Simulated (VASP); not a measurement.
**MoS2: elastic constants with PBE+D3(BJ)**

Crystal: MoS2.

```
Mo S
1.0
     3.14878    0.00000    0.00000
    -1.57439    2.72692    0.00000
     0.00000    0.00000   12.08852
Mo S
2 4
Direct
  0.33333 0.66667 0.25000
  0.66667 0.33333 0.75000
  0.33333 0.66667 0.62053
  0.66667 0.33333 0.12053
  0.33333 0.66667 0.87947
  0.66667 0.33333 0.37947
```

```yaml
Program: VASP 6.6.1
Task: elastic constants
Functional: PBE
Dispersion: D3(BJ)
Potentials_or_basis: VASP PAW PBE potentials, release 64 (Mo_sv, S)
Cutoff: 600 eV
k_mesh: 12 × 12 × 3
Occupations: gaussian, width 0.03 eV
Spin: no spin polarisation
Ions_in_elastic_constants: relaxed
Further_INCAR_settings: ALGO = Fast; EDIFF = 1e-08; IBRION = 6; POTIM = 0.015; NSW = 1; ISIF = 3
```

The relaxed volume is 17.29 Å³/atom, the relaxed cell is a = 3.149 Å, b = 3.149 Å, c = 12.083 Å, α = 90.00°, β = 90.00°, γ = 120.00° and the space group after relaxing (to 0.05 Å) is P6_3/mmc (No. 194). The voigt bulk modulus is 76 GPa, the highest phonon frequency at Γ, LO-TO splitting left out is 469 cm⁻¹ and the dispersion energy per atom is -0.438 eV.

Final structure:
```
CELL_PARAMETERS angstrom
3.14869 0.00000 0.00000
-1.57434 2.72684 0.00000
0.00000 0.00000 12.08318
ATOMIC_POSITIONS crystal
Mo 0.33333 0.66667 0.25000
Mo 0.66667 0.33333 0.75000
S 0.33333 0.66667 0.62047
S 0.66667 0.33333 0.12047
S 0.33333 0.66667 0.87953
S 0.66667 0.33333 0.37953
```

Phonon frequencies in cm⁻¹ (negative: imaginary):
```tsv
q point	frequencies
(0.000, 0.000, 0.000)	0 0 0 36 36 63 281 281 284 284 380 380 380 380 401 410 464 469
```

Elastic tensor in Voigt notation (GPa, in the Cartesian axes of the cell as first typed):
```
232  55  11   0   0   0
 55 232  11   0   0   0
 11  11  64   0   0   0
  0   0   0  21   0   0
  0   0   0   0  21   0
  0   0   0   0   0  88
```

Clamped-ion elastic tensor (GPa):
```
271  80  99   0   0   0
 80 271  99   0   0   0
 99  99 308   0   0   0
  0   0   0 149   0   0
  0   0   0   0 149   0
  0   0   0   0   0  95
```

Wall time 58 min on 2 MPI ranks on Intel(R) Xeon(R) 6975P-C (Granite Rapids), on a shared host, peak memory 1.2 GiB a rank.
